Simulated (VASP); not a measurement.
VASP runs on NbN (space group Fm-3m) share one base input (PBE GGA, plane waves, VASP's PBE PAW potentials (set 64)) and change the settings named in each case.

POSCAR:
```
NbN
3.1041990
  0.0000000000   0.7071067287   0.7071067287
  0.7071067287   0.0000000000   0.7071067287
  0.7071067287   0.7071067287   0.0000000000
Nb N
1 1
direct
  0.0000000000   0.0000000000   0.0000000000
  0.5000000000   0.5000000000   0.5000000000
```

KPOINTS:
```
kpoints
0
Gamma
 17 17 17
```

**INCAR**
```
SYSTEM = NbN
PREC = Accurate
ENCUT = 400
EDIFF = 1E-6
NELM = 100
ALGO = Normal
LREAL = .FALSE.
LASPH = .TRUE.
ISMEAR = 0
SIGMA = 0.136
GGA = PE
LMAXMIX = 4
LWAVE = .FALSE.
LCHARG = .FALSE.
ISIF = 2
```

POTCAR, in this order: Nb_sv N (PBE.64 set). Program: vasp_std.

| change | E(σ→0) (eV/atom) | pressure (GPa) | −TS (eV) |
|---|---|---|---|
| base run | -10.2639 | 2.62 | -0.0083 |
| GGA removed, POTCAR Nb_sv N (LDA.64 set) | -11.4164 | -11.51 | -0.0083 |
| GGA_COMPAT = .FALSE., LNONCOLLINEAR = .TRUE., LSORBIT = .TRUE., MAGMOM = 0.0 0.0 0.0 0.0 0.0 0.0, program vasp_ncl | -10.3053 | 2.59 | -0.0082 |
| KPOINTS 1×1×1 Γ-centred mesh | -1.1607 | 115.30 | -0.3938 |
| LDAU = .TRUE., LDAUJ = 0 0, LDAUL = 2 -1, LDAUTYPE = 2, LDAUU = 3.0 0 | -8.9158 | 9.84 | -0.0078 |
 Energies of different potentials or functionals have different zeros.  At 400 eV the pressure can carry a Pulay error.

Left out are runs that ran out of time, are held back, or changed the cell or the kind of run, fixed moments of cells without a moment, rows past the twelfth, gaps on odd meshes, pressures of charged cells and columns that move by less than the noise.

The structure is a typed NbN crystal (Fm-3m). The cell was not relaxed at this level. VASP warned that the highest band is occupied, so more bands are needed.
